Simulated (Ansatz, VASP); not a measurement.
**Al2P22Pb3O61 (amorphous 73P2O5-20PbO-7Al2O3 (mol %)) in two plane-wave programs**

Aim: how closely do two programs agree when they are given the same cell, functional and k mesh? Of the first pair: The structure shown is the start of the Ansatz relaxation below; VASP solves that cell, so the two are compared at the walk's first step.

Main program and level: Ansatz 0.2.0; plane waves, with VASP 6.6.1 beside it; single point at LDA.

## 1. Set-up

The cell holds 88 atoms: 22 P, 3 Pb, 2 Al and 61 O. Its edges and angles: a = 10.745 Å, b = 10.745 Å, c = 10.745 Å, α = 90.0°, β = 90.0°, γ = 90.0°. As first built, before any earlier steps moved the atoms (in the runner's words): 88 atoms (22 P, 3 Sr, 2 Al, 61 O) placed at random at 2.63 g/cm^3, melted at 5000 K for 10 ps at fixed volume with the Morse and Coulomb pair potential with partial charges (Pedone, Malavasi, Menziani, Cormack and Segre, J. Phys. Chem. B 110, 11780 (2006)). Quenched from 5000 K to 300 K at 10 K/ps and fixed volume, held 10 ps at zero pressure, then minimised at fixed cell. Then Sr was replaced by Pb and the cell scaled by 1.008 (the potential has no terms for the new elements, so the cell is a start for a DFT relaxation).

## 2. Ansatz: relaxation, LDA

Ansatz runs on its default PAW (the set named soft_2) files.

The two programs are compared at the cell with which this relaxation starts, whose forces are those of its first step.

input.yaml reads:

```yaml
crystal:
  lattice:
    - [10.74473, 0.0, 0.0]
    - [0.0, 10.74473, 0.0]
    - [0.0, 0.0, 10.74473]
  atoms:
    - { symbol: P, position: [0.25513, 0.88604, 0.52113] }
    - { symbol: P, position: [0.51568, 0.10202, 0.22289] }
    - { symbol: P, position: [0.09615, 0.6361, 0.50218] }
    - { symbol: P, position: [0.15445, 0.09688, 0.77995] }
    - { symbol: P, position: [0.94408, 0.39839, 0.58618] }
    - { symbol: P, position: [0.11349, 0.61655, 0.21043] }
    - { symbol: P, position: [0.67441, 0.42839, 0.68112] }
    - { symbol: P, position: [0.06595, 0.35754, 0.85308] }
    - { symbol: P, position: [0.49431, 0.84869, 0.36399] }
    - { symbol: P, position: [0.11024, 0.01041, 0.1803] }
    - { symbol: P, position: [0.09535, 0.69248, 0.80026] }
    - { symbol: P, position: [0.40053, 0.65141, 0.16914] }
    - { symbol: P, position: [0.37647, 0.62148, 0.80766] }
    - { symbol: P, position: [0.68133, 0.28808, 0.93787] }
    - { symbol: P, position: [0.75432, 0.03143, 0.82428] }
    - { symbol: P, position: [0.735, 0.75176, 0.49863] }
    - { symbol: P, position: [0.76947, 0.69349, 0.05634] }
    - { symbol: P, position: [0.34801, 0.49047, 0.54456] }
    - { symbol: P, position: [0.96466, 0.8873, 0.96688] }
    - { symbol: P, position: [0.26778, 0.24902, 0.18613] }
    - { symbol: P, position: [0.9096, 0.43367, 0.09174] }
    - { symbol: P, position: [0.37194, 0.22772, 0.65019] }
    - { symbol: Pb, position: [0.63851, 0.4281, 0.32567] }
    - { symbol: Pb, position: [0.42783, 0.92476, 0.92791] }
    - { symbol: Pb, position: [0.94511, 0.04528, 0.49395] }
    - { symbol: Al, position: [0.63943, 0.72842, 0.78185] }
    - { symbol: Al, position: [0.3963, 0.35483, 0.93296] }
    - { symbol: O, position: [0.8724, 0.97456, 0.89304] }
    - { symbol: O, position: [0.08244, 0.21065, 0.843] }
    - { symbol: O, position: [0.38504, 0.85833, 0.45848] }
    - { symbol: O, position: [0.01835, 0.58712, 0.85314] }
    - { symbol: O, position: [0.78233, 0.35258, 0.01496] }
    - { symbol: O, position: [0.8601, 0.80754, 0.467] }
    - { symbol: O, position: [0.55133, 0.30685, 0.98617] }
    - { symbol: O, position: [0.44908, 0.13346, 0.58407] }
    - { symbol: O, position: [0.04247, 0.9706, 0.05337] }
    - { symbol: O, position: [0.65498, 0.93158, 0.83342] }
    - { symbol: O, position: [0.23721, 0.34502, 0.28164] }
    - { symbol: O, position: [0.4312, 0.53623, 0.44383] }
    - { symbol: O, position: [0.61074, 0.19293, 0.2693] }
    - { symbol: O, position: [0.07204, 0.7291, 0.13702] }
    - { symbol: O, position: [0.71454, 0.77296, 0.63978] }
    - { symbol: O, position: [0.50986, 0.97872, 0.30297] }
    - { symbol: O, position: [0.27408, 0.87971, 0.66045] }
    - { symbol: O, position: [0.07801, 0.62563, 0.35125] }
    - { symbol: O, position: [0.41399, 0.51386, 0.89099] }
    - { symbol: O, position: [0.16269, 0.14842, 0.167] }
    - { symbol: O, position: [0.37319, 0.55928, 0.67274] }
    - { symbol: O, position: [0.232, 0.03941, 0.88161] }
    - { symbol: O, position: [0.23779, 0.6693, 0.82374] }
    - { symbol: O, position: [0.5352, 0.05423, 0.09163] }
    - { symbol: O, position: [0.21527, 0.54688, 0.52104] }
    - { symbol: O, position: [0.71952, 0.15148, 0.90338] }
    - { symbol: O, position: [0.19655, 0.40668, 0.84249] }
    - { symbol: O, position: [0.61632, 0.81322, 0.43296] }
    - { symbol: O, position: [0.47292, 0.72435, 0.79468] }
    - { symbol: O, position: [0.86759, 0.79883, 0.02681] }
    - { symbol: O, position: [0.68675, 0.35281, 0.80628] }
    - { symbol: O, position: [0.65129, 0.55989, 0.72597] }
    - { symbol: O, position: [0.83904, 0.56607, 0.07099] }
    - { symbol: O, position: [0.07581, 0.68417, 0.65673] }
    - { symbol: O, position: [0.29894, 0.30331, 0.05726] }
    - { symbol: O, position: [0.22678, 0.93476, 0.20156] }
    - { symbol: O, position: [0.72878, 0.61484, 0.46514] }
    - { symbol: O, position: [0.99983, 0.38117, 0.72349] }
    - { symbol: O, position: [0.19907, 0.00298, 0.4712] }
    - { symbol: O, position: [0.38638, 0.17172, 0.22493] }
    - { symbol: O, position: [0.44737, 0.74983, 0.26897] }
    - { symbol: O, position: [0.69782, 0.69046, 0.93344] }
    - { symbol: O, position: [0.33453, 0.35002, 0.57733] }
    - { symbol: O, position: [0.41648, 0.26822, 0.78135] }
    - { symbol: O, position: [0.17266, 0.76913, 0.48505] }
    - { symbol: O, position: [0.8041, 0.41199, 0.61891] }
    - { symbol: O, position: [0.39326, 0.72056, 0.04593] }
    - { symbol: O, position: [0.99302, 0.37717, 0.976] }
    - { symbol: O, position: [0.57339, 0.37991, 0.59933] }
    - { symbol: O, position: [0.24412, 0.16576, 0.68888] }
    - { symbol: O, position: [0.4808, 0.53685, 0.16647] }
    - { symbol: O, position: [0.00481, 0.0078, 0.27112] }
    - { symbol: O, position: [0.78333, 0.07812, 0.69619] }
    - { symbol: O, position: [0.25956, 0.61615, 0.20064] }
    - { symbol: O, position: [0.99443, 0.52335, 0.53372] }
    - { symbol: O, position: [0.976, 0.28405, 0.51594] }
    - { symbol: O, position: [0.04351, 0.50698, 0.14767] }
    - { symbol: O, position: [0.69624, 0.72764, 0.16912] }
    - { symbol: O, position: [0.04255, 0.80755, 0.87258] }
    - { symbol: O, position: [0.05872, 0.01873, 0.71593] }
    - { symbol: O, position: [0.87295, 0.38132, 0.21742] }
kpoints:
  mp_grid: { grid: [1, 1, 1] }
hamiltonian:
  xc: lda
scf:
  occupations: { method: gaussian, width: 0.025 }
output:
  forces: true
relax:
  f_tol: 0.05
  max_steps: 150
  cell: {}
```

The run is started by

```bash
> ansatz run input.yaml --threads 4 --pin off --max-ram 8192MiB --backend cpu --events-out ev --progress --plain --runs-dir out
```

Numbers of over 12 decimals in the logs are rounded to 6 here.

The program printed:

```text
Engine: ansatz 0.2.0, x86_64-unknown-linux-gnu
Pseudopotentials: kind: paw
Pseudopotential: P, paw, valence charge 5, recommended cutoff 420 eV (normal), P.paw.azcp
Pseudopotential: Pb, paw, valence charge 14, recommended cutoff 420 eV (normal), Pb.paw.azcp
Pseudopotential: Al, paw, valence charge 3, recommended cutoff 420 eV (normal), Al.paw.azcp
Pseudopotential: O, paw, valence charge 6, recommended cutoff 420 eV (normal), O.paw.azcp
Functional definition: SPW92
  exchange = slater_x
  correlation = pw_c
Crystal: 88 atoms, lattice volume = 1240.471 Å³
Basis set: ecut = 420 eV, 24207 PW (Γ)
Bands: 350, of which v1, the nominal top of the filled ones, is band 262 counted from 1 (261 counted from 0)
Symmetry: 1 space group operations
Space group: P1 (ITA 1), of the structure as read, at distance tolerance 1.1e-4 Å
k-points: 1
Non-local potential: P, projectors of the file, l = 0: 2, l = 1: 2, l = 2: 2
Non-local potential: Pb, projectors of the file, l = 0: 2, l = 1: 2, l = 2: 2, l = 3: 2
Non-local potential: Al, projectors of the file, l = 0: 2, l = 1: 2, l = 2: 1
Non-local potential: O, projectors of the file, l = 0: 2, l = 1: 2, l = 2: 1
PAW form: soft (Blöchl's): semilocal exchange-correlation on the pseudo side does not see the compensation charge
PAW frozen core: P, regenerated for the run's functional, and the local potential with it (the file was generated under x = pbe(κ = 0.804, μ = 0.219515), c = pbe(β = 0.066725))
PAW frozen core: Pb, regenerated for the run's functional, and the local potential with it (the file was generated under x = pbe(κ = 0.804, μ = 0.219515), c = pbe(β = 0.066725))
PAW frozen core: Al, regenerated for the run's functional, and the local potential with it (the file was generated under x = pbe(κ = 0.804, μ = 0.219515), c = pbe(β = 0.066725))
PAW frozen core: O, regenerated for the run's functional, and the local potential with it (the file was generated under x = pbe(κ = 0.804, μ = 0.219515), c = pbe(β = 0.066725))
PAW one-centre angular grid: P, 110 points (default); XC on 64 Gauss nodes
PAW one-centre angular grid: Pb, 590 points (default); XC on 64 Gauss nodes
PAW one-centre angular grid: Al, 110 points (default); XC on 64 Gauss nodes
PAW one-centre angular grid: O, 110 points (default); XC on 64 Gauss nodes
Initial density: superposition of atomic densities (neutral atoms: chi_scale 0, normalization atom), corrected by the library's trained network
Initial wavefunctions: pseudopotential atomic-orbital guess
Functional: x = slater, c = lda
SCF iter   1: F=—  HF=-85691.031886 eV  |F-HF|=—  |Δ(HF+E_count)|=         —  Δρ=1.26e-2  dr2=1.86e0  ethr=1.77e-3  ⟨swp⟩=7.0  Hψ=1848  notcnv=0  defer=67
preconditioner: auto → Resta (q_TF=auto, 2.363 Å⁻¹)  ε∞=3.3  [insulator: Δε(μ)=1.406 eV  Ē_g=15.980 eV  σ=0.025 eV  W_gap=1.00  n_scr=256 (ndim 8)  ℏωp=24.1 eV  f_vac=0.185  D(μ)=0.00/eV (n_scr^D=0)  ε∞_Penn≈3.3]
SCF iter   2: F=—  HF=-85690.536497 eV  |F-HF|=—  |Δ(HF+E_count)|=   4.95e-1  Δρ=4.09e-3  dr2=1.58e-1  ethr=3.56e-4  ⟨swp⟩=3.0  Hψ=577  notcnv=0  defer=84
SCF iter   3: F=—  HF=-85690.496052 eV  |F-HF|=—  |Δ(HF+E_count)|=   4.04e-2  Δρ=1.94e-3  dr2=5.36e-2  ethr=3.01e-5  ⟨swp⟩=3.0  Hψ=467  notcnv=0  defer=84
SCF iter   4: F=—  HF=-85690.481520 eV  |F-HF|=—  |Δ(HF+E_count)|=   1.45e-2  Δρ=9.45e-4  dr2=1.02e-2  ethr=1.02e-5  ⟨swp⟩=2.0  Hψ=483  notcnv=0  defer=84
SCF iter   5: F=—  HF=-85690.479420 eV  |F-HF|=—  |Δ(HF+E_count)|=   2.10e-3  Δρ=2.85e-4  dr2=1.03e-3  ethr=1.95e-6  ⟨swp⟩=3.0  Hψ=513  notcnv=0  defer=84
SCF iter   6: F=—  HF=-85690.479445 eV  |F-HF|=—  |Δ(HF+E_count)|=   2.58e-5  Δρ=1.39e-4  dr2=2.33e-4  ethr=1.97e-7  ⟨swp⟩=3.0  Hψ=593  notcnv=0  defer=84
SCF iter   7: F=—  HF=-85690.479445 eV  |F-HF|=—  |Δ(HF+E_count)|=   8.40e-7  Δρ=4.74e-5  dr2=2.94e-5  ethr=4.45e-8  ⟨swp⟩=2.0  Hψ=496  notcnv=0  defer=84
SCF iter   8: F=—  HF=-85690.481269 eV  |F-HF|=—  |Δ(HF+E_count)|=   1.82e-3  Δρ=2.02e-5  dr2=5.68e-6  ethr=5.61e-9  ⟨swp⟩=3.0  Hψ=591  notcnv=0  defer=84
SCF iter   9: F=—  HF=-85690.481271 eV  |F-HF|=—  |Δ(HF+E_count)|=   1.44e-6  Δρ=9.45e-6  dr2=1.25e-6  ethr=1.08e-9  ⟨swp⟩=3.0  Hψ=600  notcnv=0  defer=84
SCF iter  10: F=—  HF=-85690.481271 eV  |F-HF|=—  |Δ(HF+E_count)|=   3.62e-7  Δρ=3.07e-6  dr2=2.04e-7  ethr=2.39e-10  ⟨swp⟩=2.0  Hψ=500  notcnv=0  defer=84
SCF iter  11: F=-85690.481271 eV  HF=-85690.481271 eV  |F-HF|=2.60e-8  |Δ(HF+E_count)|=   1.92e-7  Δρ=2.49e-6  dr2=7.37e-8  ethr=1.91e-11  ⟨swp⟩=6.0  Hψ=1146  notcnv=0
SCF 1 converged in 11 iterations: F = -85690.481271 eV  dr2 = 7.37e-8
  greatest PAW one-centre occupation: 0.984 electrons in one spin orbital (limit 2), on the Pb atom at site 24 (counted from 0), in its partial waves of l = 2
[...]
atom  72  O      0.00435078    -0.00347592     0.00141987
  atom  73  O     -0.00862573     0.00302001    -0.02764108
  atom  74  O     -0.00401047     0.00483361    -0.00734139
  atom  75  O      0.00691478     0.00024283    -0.00164548
  atom  76  O     -0.00082624    -0.00256330    -0.00836047
  atom  77  O      0.00733779     0.00627319    -0.00482335
  atom  78  O      0.00536983     0.00041547    -0.00010621
  atom  79  O     -0.00705848     0.00672485    -0.00331042
  atom  80  O     -0.00005532    -0.00024020     0.00065868
  atom  81  O     -0.00221293     0.00869997    -0.00225883
  atom  82  O     -0.00693351    -0.00236832     0.00196871
  atom  83  O      0.00183783    -0.00676879     0.00128741
  atom  84  O      0.00185383     0.00249278    -0.00672694
  atom  85  O     -0.00252819     0.00315372    -0.00270946
  atom  86  O     -0.00526844    -0.00766633     0.00488663
  atom  87  O     -0.01006124     0.00233309    -0.00612666
  atom  88  O     -0.00134533    -0.00055546    -0.00058171
  max |Σ_I F_I| component: 5.26e-5 eV/Å
--- Stress (GPa, compression-positive) ---
        0.006389      -0.000925       0.000008
       -0.000925      -0.002425      -0.010077
        0.000009      -0.010077       0.000613
  P = ⅓ Tr σ = 0.0015 GPa (0.015 kbar)
--- Relaxed structure (41 steps of the walk, 36 accepted, 3 SCFs on fresh bases) ---
  F+E_penalty+E_count = -85703.14467084 eV   max|allowed force component| = 3.496e-2 eV/Å   (the final SCF, on the basis selected at the relaxed cell)
  cell:  # Å, volume = 1112.9744 Å³
    - [10.401279, 0.334422, 0.155572]
    - [0.334422, 10.518560, -0.551183]
    - [0.155572, -0.551183, 10.215014]
  atoms:
    - { symbol: P, position: [0.268174, 0.829703, 0.553419] }
    - { symbol: P, position: [0.464040, 0.123121, 0.260226] }
    - { symbol: P, position: [0.119637, 0.593726, 0.542843] }
    - { symbol: P, position: [0.149837, 0.096031, 0.774079] }
    - { symbol: P, position: [0.980760, 0.376472, 0.613834] }
    - { symbol: P, position: [0.101059, 0.684137, 0.272962] }
    - { symbol: P, position: [0.688551, 0.411586, 0.650951] }
    - { symbol: P, position: [0.082427, 0.361988, 0.878215] }
    - { symbol: P, position: [0.481361, 0.871498, 0.368156] }
    - { symbol: P, position: [0.114645, 0.055511, 0.158320] }
    - { symbol: P, position: [0.112198, 0.692313, 0.823933] }
    - { symbol: P, position: [0.375474, 0.675153, 0.165959] }
    - { symbol: P, position: [0.401891, 0.603867, 0.799863] }
    - { symbol: P, position: [0.672620, 0.273715, 0.883401] }
    - { symbol: P, position: [0.728390, 0.00178301, 0.781770] }
    - { symbol: P, position: [0.722963, 0.744730, 0.447981] }
    - { symbol: P, position: [0.786343, 0.722079, 0.00679786] }
    - { symbol: P, position: [0.362824, 0.439556, 0.544529] }
    - { symbol: P, position: [0.957892, 0.914149, 0.954702] }
    - { symbol: P, position: [0.242351, 0.286315, 0.203788] }
    - { symbol: P, position: [0.937355, 0.498694, 0.122462] }
    - { symbol: P, position: [0.385514, 0.182900, 0.673450] }
    - { symbol: Pb, position: [0.619393, 0.430729, 0.289551] }
    - { symbol: Pb, position: [0.390108, 0.927611, 0.963065] }
    - { symbol: Pb, position: [0.967353, -0.00277658, 0.482034] }
    - { symbol: Al, position: [0.659130, 0.715678, 0.750249] }
    - { symbol: Al, position: [0.391626, 0.354807, 0.946259] }
    - { symbol: O, position: [0.856806, 0.970954, 0.871513] }
    - { symbol: O, position: [0.060246, 0.219870, 0.845327] }
    - { symbol: O, position: [0.411382, 0.818060, 0.481807] }
    - { symbol: O, position: [0.059324, 0.615772, 0.918702] }
    - { symbol: O, position: [0.803236, 0.307119, -0.087314] }
    - { symbol: O, position: [0.850038, 0.801227, 0.452428] }
    - { symbol: O, position: [0.563238, 0.325227, 0.978221] }
    - { symbol: O, position: [0.472493, 0.079602, 0.611488] }
    - { symbol: O, position: [0.010663, 1.024371, 0.038595] }
    - { symbol: O, position: [0.645852, 0.892631, 0.800248] }
    - { symbol: O, position: [0.167214, 0.385062, 0.288697] }
    - { symbol: O, position: [0.407226, 0.459732, 0.412631] }
    - { symbol: O, position: [0.562062, 0.204560, 0.317425] }
    - { symbol: O, position: [0.038734, 0.807886, 0.256633] }
    - { symbol: O, position: [0.664091, 0.732284, 0.583747] }
    - { symbol: O, position: [0.439386, 1.010569, 0.356057] }
    - { symbol: O, position: [0.286880, 0.873136, 0.691801] }
    - { symbol: O, position: [0.066622, 0.632519, 0.409426] }
    - { symbol: O, position: [0.420893, 0.506140, 0.891977] }
    - { symbol: O, position: [0.153170, 0.191064, 0.119480] }
    - { symbol: O, position: [0.419020, 0.534022, 0.655524] }
    - { symbol: O, position: [0.227600, 0.057868, 0.884335] }
    - { symbol: O, position: [0.261213, 0.670008, 0.802730] }
    - { symbol: O, position: [0.482076, 0.062073, 0.122499] }
[...]
- { symbol: O, position: [0.250937, 0.664471, 0.262756] }
    - { symbol: O, position: [0.992302, 0.503401, 0.549412] }
    - { symbol: O, position: [1.045524, 0.258276, 0.552413] }
    - { symbol: O, position: [0.055309, 0.574326, 0.170907] }
    - { symbol: O, position: [0.664569, 0.767564, 0.074120] }
    - { symbol: O, position: [0.073511, 0.839831, 0.869451] }
    - { symbol: O, position: [0.054087, 0.018569, 0.705820] }
    - { symbol: O, position: [0.870798, 0.430728, 0.217271] }
```

The column dr2 measures how far the density is from self-consistency, as an energy; F and HF (Harris–Foulkes) agree once it is small.

[end of part 1 of 3]

[Lines on the potential files, build, host, timing and source positions are cut from VASP's logs without a mark.]

[Logs are printed without paths, hosts, clocks, repeated set-up lines and the standing remarks that a program may print on its own settings, such as how far it seeks lower states.]

[Hosts, paths, dates, database ids (printed as entryN), source tags and the programs' standing remarks are cut or masked in the printed files.]
